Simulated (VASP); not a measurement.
Crystal: ZnGaP.

```xyz
3
Lattice="4.0159 0.0000 0.0000 -2.0080 3.4779 0.0000 0.0000 0.0000 4.4042" Properties=species:S:1:pos:R:3 pbc="T T T"
Zn    0.0000    0.0000    2.2021
Ga    2.0080    1.1593    0.0000
P     0.0000    2.3186    2.2021
```

The cell was built by a generator and needn't be a form met in nature.

| Property | Result |
| --- | --- |
| Program | VASP 6.6.1 |
| Task | relaxation of cell and atoms |
| Functional | PBEsol |
| Potentials or basis | VASP PAW PBE potentials, release 64 (Zn, Ga_d, P) |
| Cutoff | 600 eV |
| k mesh | 8 × 8 × 6 |
| Occupations | fermi-dirac, width 0.05 eV |
| Spin | no spin polarisation |

At the start: pressure -3.0 GPa; volume 20.50 Å³/atom.

Task: How do energy, volume and symmetry change on relaxing?

Result: Over 9 steps the energy falls by 14.3 meV/atom and the volume is 19.05 Å³/atom (-7.1 %); space group P-6m2 (No. 187, to 0.05 Å).

The path:
```csv
step,energy change (eV),largest force (eV/Å),pressure (GPa),volume (Å³)
1,0.0000,0.0002,-3.00,61.51
2,-0.0333,0.0001,-0.01,58.16
3,-0.0333,0.0001,-0.10,58.22
4,-0.0391,0.0000,-0.05,57.78
5,-0.0428,0.0001,0.15,56.92
6,-0.0429,0.0001,0.19,57.02
7,-0.0429,0.0001,0.17,57.07
8,-0.0429,0.0001,-0.10,57.30
9,-0.0430,0.0000,0.03,57.16
```

Final structure:
```cif
data_structure
_symmetry_space_group_name_H-M 'P 1'
_symmetry_Int_Tables_number 1
_cell_length_a 3.9593
_cell_length_b 3.9593
_cell_length_c 4.2107
_cell_angle_alpha 90.000
_cell_angle_beta 90.000
_cell_angle_gamma 120.000
_cell_volume 57.16
loop_
_atom_site_label
_atom_site_type_symbol
_atom_site_fract_x
_atom_site_fract_y
_atom_site_fract_z
_atom_site_occupancy
Zn1 Zn 0.00000 0.00000 0.50000 1
Ga1 Ga 0.66667 0.33333 0.00000 1
P1 P 0.33333 0.66667 0.50000 1
```

Caveat: the PAW data sets were made with another functional, which shifts forces and pressure a little.
